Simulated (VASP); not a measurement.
VASP runs on CuS$_{2}$ (a trial cell in the 3R-MoS2 structure, space group R3m) share one base input (PBE GGA, plane waves, VASP's PBE PAW potentials (set 64)) and change the settings named in each case.

File KPOINTS:
```
Automatic
0
G
 8 8 8
```

### POSCAR
```
CuS2
1.0
  1.5058170000   0.8693840000   5.8303010000
 -1.5058170000   0.8693840000   5.8303010000
  0.0000000000  -1.7387680000   5.8303010000
Cu S
1 2
direct
  0.0000000000   0.0000000000   0.0000000000
  0.7523000000   0.7523000000   0.7523000000
  0.5810000000   0.5810000000   0.5810000000
```

INCAR:
```
ALGO=Normal
EDIFF=1E-6
ENCUT=400
GGA=PE
ISIF=2
ISMEAR=0
LASPH=.TRUE.
LCHARG=.FALSE.
LMAXMIX=4
LREAL=.FALSE.
LWAVE=.FALSE.
NELM=100
PREC=Accurate
SIGMA=0.05
SYSTEM=CuS2
```

POTCAR, in this order: Cu S (PBE.64 set). Program: vasp_std.

| change | E(σ→0) (eV/atom) | plane waves |
|---|---|---|
| base run | -3.5065 | 851 |
| PREC = Low | -3.5077 | 851 |
| PREC = Normal | -3.5065 | 851 |
| PREC = Single | -3.5077 | 851 |
| ADDGRID = .TRUE. | -3.5065 | 851 |
| LASPH = .FALSE. | -3.5047 | 851 |
| LREAL = Auto | -3.5069 | 851 |

Left out are runs that ran out of time, are held back, or changed the cell or the kind of run, fixed moments of cells without a moment, rows past the twelfth, gaps on odd meshes, pressures of charged cells and columns that move by less than the noise.

The structure was generated: CuS2 was put into the 3R-MoS2 type (R3m), which need not be its known phase. The cell was not relaxed at this level. The electron count is odd and the run is not spin-polarised, which forces a metal.
